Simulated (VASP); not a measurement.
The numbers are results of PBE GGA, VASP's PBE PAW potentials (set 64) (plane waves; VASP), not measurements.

The input files of a VASP run:

KPOINTS:
```
kpoints
0
Gamma
 15 15 8
0 0 0
```

POSCAR:
```
Re
1
    1.3721849436    -2.3766939248     0.0000000000
    1.3721849436     2.3766939248     0.0000000000
    0.0000000000     0.0000000000     4.4402230455
Re
2
Direct
  0.3333330000   0.6666670000   0.2500000000
  0.6666670000   0.3333330000   0.7500000000
```

INCAR:
```
# general
SYSTEM  = Re
PREC    = Accurate
ENCUT   = 520
LREAL   = F
LASPH   = T

# electronic loop
EDIFF   = 1E-7
NELM    = 100
ALGO    = Normal
LMAXMIX = 6

# smearing
ISMEAR  = 1
SIGMA   = 0.1

# functional
GGA     = PE

# ions
IBRION  = 2
NSW     = 30
ISIF    = 4
EDIFFG  = -0.01

# output
LWAVE   = F
LCHARG  = F
```

POTCAR, in this order: Re (PBE.64 set). Program: vasp_std.

The run wrote:

File OUTCAR:
```
 ion  position               nearest neighbor table
   1  0.333  0.667  0.250-   2 2.73   2 2.73   2 2.73   2 2.73   2 2.73   2 2.73
   2  0.667  0.333  0.750-   1 2.73   1 2.73   1 2.73   1 2.73   1 2.73   1 2.73
  LATTYP: Found a hexagonal cell.
 ALAT       =     2.7443697877
 C/A-ratio  =     1.6179390494
 Subroutine PRICEL returns:
 Original cell was already a primitive cell.
 Subroutine GETGRP returns: Found 24 space group operations
The static configuration has the point symmetry D_3d.
 The point group associated with its full space group is D_6h.
The dynamic configuration has the point symmetry D_3d.
 Subroutine INISYM returns: Found 24 space group operations
 Subroutine IBZKPT returns following result:
 Found    135 irreducible k-points:

 Following reciprocal coordinates:
            Coordinates               Weight
  0.000000  0.000000  0.000000      1.000000
  0.066667  0.000000  0.000000      6.000000
  0.133333  0.000000  0.000000      6.000000
  0.200000  0.000000  0.000000      6.000000
  0.266667  0.000000  0.000000      6.000000
  0.333333 -0.000000  0.000000      6.000000
  0.400000 -0.000000  0.000000      6.000000
...
```

### OSZICAR
```
       N       E                     dE             d eps       ncg     rms          rms(c)
DAV:   1     0.300706821455E+02    0.30071E+02   -0.70208E+03  5447   0.159E+03
DAV:   2    -0.199082157488E+02   -0.49979E+02   -0.42889E+02  4848   0.338E+02
DAV:   3    -0.258575561770E+02   -0.59493E+01   -0.48443E+01  5140   0.230E+02
DAV:   4    -0.261754562716E+02   -0.31790E+00   -0.27379E+00  5441   0.238E+01
DAV:   5    -0.261863853405E+02   -0.10929E-01   -0.10645E-01  5182   0.283E+00    0.441E+01
DAV:   6    -0.251854871439E+02    0.10009E+01   -0.93901E-01  5525   0.305E+01    0.185E+01
DAV:   7    -0.248333065898E+02    0.35218E+00   -0.70207E-01  5721   0.253E+01    0.587E-01
DAV:   8    -0.248203662132E+02    0.12940E-01   -0.10070E-02  5801   0.127E+00    0.212E-01
DAV:   9    -0.248197665219E+02    0.59969E-03   -0.44168E-04  5579   0.206E-01    0.366E-02
DAV:  10    -0.248197812891E+02   -0.14767E-04   -0.43227E-05  4974   0.606E-02    0.495E-03
DAV:  11    -0.259463270253E+02   -0.11265E+01   -0.11266E+01  4415   0.212E-02    0.219E-01
DAV:  12    -0.248184856529E+02    0.11278E+01   -0.35481E+00  2687   0.655E-01    0.714E-03
DAV:  13    -0.248184842982E+02    0.13547E-05   -0.51593E-08  2662   0.643E-03    0.629E-03
DAV:  14    -0.248184825656E+02    0.17326E-05   -0.57361E-07  3428   0.235E-02    0.131E-02
DAV:  15    -0.248188323229E+02   -0.34976E-03    0.65986E-06  4242   0.176E-02    0.867E-03
DAV:  16    -0.248307024413E+02   -0.11870E-01   -0.11446E-01  2280   0.425E-02    0.279E-02
DAV:  17    -0.264359850618E+02   -0.16053E+01   -0.20218E+01  2286   0.764E-01    0.107E+00
DAV:  18    -0.251204206492E+02    0.13156E+01   -0.10181E+01  2223   0.155E+00    0.139E-01
DAV:  19    -0.248147347113E+02    0.30569E+00   -0.46738E+00  2117   0.779E-01    0.199E-02
DAV:  20    -0.248162891719E+02   -0.15545E-02   -0.80585E-03  5635   0.999E-02    0.101E-02
DAV:  21    -0.248166170154E+02   -0.32784E-03   -0.18226E-03  5048   0.637E-02    0.109E-02
DAV:  22    -0.296231590836E+02   -0.48065E+01   -0.47983E+01  4504   0.414E-02    0.165E+00
DAV:  23    -0.248175971918E+02    0.48056E+01   -0.83293E+00  2175   0.196E+00    0.297E-02
DAV:  24    -0.248178282985E+02   -0.23111E-03   -0.62662E-04  4661   0.338E-02    0.127E-02
DAV:  25    -0.248182676111E+02   -0.43931E-03   -0.11151E-03  2732   0.350E-02    0.164E-02
DAV:  26    -0.249136761584E+02   -0.95409E-01   -0.70828E-01  3182   0.416E-02    0.447E-02
DAV:  27    -0.248185004441E+02    0.95176E-01   -0.32277E+00  1896   0.976E-01    0.145E-02
DAV:  28    -0.248184888220E+02    0.11622E-04   -0.98595E-06  2676   0.159E-02    0.148E-02
DAV:  29    -0.248186246695E+02   -0.13585E-03    0.10432E-04  1816   0.589E-03    0.137E-02
DAV:  30    -0.248197636104E+02   -0.11389E-02   -0.68346E-03  1813   0.253E-02    0.128E-02
DAV:  31    -0.248197791309E+02   -0.15520E-04   -0.15605E-04  1801   0.108E-02    0.111E-02
DAV:  32    -0.248197802847E+02   -0.11538E-05   -0.11824E-05  1786   0.489E-03    0.112E-02
DAV:  33    -0.248197807320E+02   -0.44728E-06   -0.31112E-06  1806   0.610E-03    0.114E-02
DAV:  34    -0.248197807789E+02   -0.46912E-07   -0.52725E-07  1777   0.588E-03
   1 F= -.24819781E+02 E0= -.24820016E+02  d E =-.248198E+02
       N       E                     dE             d eps       ncg     rms          rms(c)
DAV:   1    -0.248201279098E+02   -0.34718E-03   -0.39398E-02  4487   0.734E+00    0.105E-01
DAV:   2    -0.248198409430E+02    0.28697E-03   -0.43300E-04  5459   0.273E-01    0.518E-02
DAV:   3    -0.248197518241E+02    0.89119E-04   -0.19662E-04  5692   0.199E-01    0.976E-03
DAV:   4    -0.248197520000E+02   -0.17586E-06   -0.55752E-06  4752   0.268E-02    0.357E-03
DAV:   5    -0.248197519192E+02    0.80789E-07   -0.33661E-08  2593   0.901E-03
   2 F= -.24819752E+02 E0= -.24819973E+02  d E =0.288597E-04
       N       E                     dE             d eps       ncg     rms          rms(c)
DAV:   1    -0.248199738889E+02   -0.22189E-03   -0.11184E-02  4471   0.392E+00    0.568E-02
DAV:   2    -0.248198858732E+02    0.88016E-04   -0.12679E-04  5450   0.150E-01    0.283E-02
DAV:   3    -0.248198589426E+02    0.26931E-04   -0.58593E-05  5679   0.110E-01    0.494E-03
DAV:   4    -0.248198590490E+02   -0.10639E-06   -0.17128E-06  4721   0.147E-02    0.185E-03
DAV:   5    -0.248198590326E+02    0.16333E-07   -0.97928E-09  2307   0.501E-03
   3 F= -.24819859E+02 E0= -.24820088E+02  d E =-.782538E-04
```

**OUTCAR**
```
------------------------ aborting loop because EDIFF is reached ----------------------------------------
  FORCE on cell =-STRESS in cart. coord.  units (eV):
  Direction    XX          YY          ZZ          XY          YZ          ZX
  --------------------------------------------------------------------------------------
  Total        2.2099855      2.2099853      2.2076654      0.0000000     -0.0000000      0.0000000
  in kB      122.2585732    122.2585608    122.1302205      0.0000000     -0.0000000      0.0000000
  external PRESSURE =     122.2157848 kB  Pullay stress =       0.0000000 kB
  volume of cell :       28.96
      direct lattice vectors                 reciprocal lattice vectors
     1.371461501 -2.375440880 -0.000000000     0.364574580 -0.210487242 -0.000000000
     1.371461501  2.375440880  0.000000000     0.364574580  0.210487242  0.000000000
     0.000000000 -0.000000000  4.444908707     0.000000000 -0.000000000  0.224976499
 POSITION                                       TOTAL-FORCE (eV/Angst)
 -----------------------------------------------------------------------------------
      1.37146      0.79182      1.11123        -0.000000     -0.000000      0.000000
      1.37146     -0.79182      3.33368         0.000000      0.000000      0.000000
 -----------------------------------------------------------------------------------
    total drift:                               -0.000000      0.000007     -0.000016
  FREE ENERGIE OF THE ION-ELECTRON SYSTEM (eV)
  ---------------------------------------------------
  free  energy   TOTEN  =       -24.8198590326 eV

  energy  without entropy=      -24.8205466099  energy(sigma->0) =      -24.82008823

 reached required accuracy - stopping structural energy minimisation
```
(Selected blocks of OUTCAR.)

CONTCAR:
```
Re
   1.00000000000000
     1.3714615007828421   -2.3754408795498994   -0.0000000000000000
     1.3714615007828421    2.3754408795498994    0.0000000000000000
     0.0000000000000000   -0.0000000000000000    4.4449087065597475
  Re
     2
Direct
     0.3333330000000032    0.6666669999999968    0.2500000000000000
     0.6666669999999968    0.3333330000000032    0.7500000000000000
```

The compound is Re in the hcp structure. This cell is one point of a volume scan, at 0.97 of the reference volume. Symmetry was kept, so distortions that lower it aren't found.
